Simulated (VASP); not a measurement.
Given:

```
CELL_PARAMETERS angstrom
      0.00000     2.44115     2.44115
      2.44115     0.00000     2.44115
      2.44115     2.44115     0.00000
ATOMIC_POSITIONS crystal
  Cd 0.00000 0.00000 0.00000
  O  0.50000 0.50000 0.50000
```

Computed with vdW-DF2, VASP's PBE PAW potentials (set 64) (plane waves; VASP). Settings: 520 eV cut-off, Gaussian smearing of 0.050 eV, potentials Cd O.

Problem. Estimate the band gap (along the path) with the smallest direct gap where there is one.

Solution. 
```
Item                                                          Value
-------------------------  ----------------------------------------
band gap (along the path)  none (metal, semimetal or under 0.01 eV)
```

The compound is CdO in the rock salt structure. It was relaxed first, which changed the volume by +12 %.
